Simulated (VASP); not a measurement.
Data:

```
HgTe
1.0
    0.00000     3.36027     3.36027
    3.36027     0.00000     3.36027
    3.36027     3.36027     0.00000
Hg Te
1 1
Cartesian
  0.00000   0.00000   0.00000
  1.68014   1.68014   1.68014
```

The numbers are results of PBE0 hybrid, VASP's PBE PAW potentials (set 64) (plane waves; VASP 6.6.1), not measurements. Numerical set-up: 520 eV cut-off, 6×6×6 Γ-centred mesh, Gaussian smearing of 0.050 eV, potentials Hg Te.

**Question.** Give the stress tensor in GPa (positive for a compressed cell).

**Answer.** 
```
-2.56   0.00   0.00
 0.00  -2.56   0.00
 0.00   0.00  -2.56
```
The pressure is its mean diagonal, -2.56 GPa.

The compound is HgTe in the zinc blende structure. This cell is one point of a volume scan, at 1.03 of the reference volume. The cell's shape comes from a PBE relaxation.
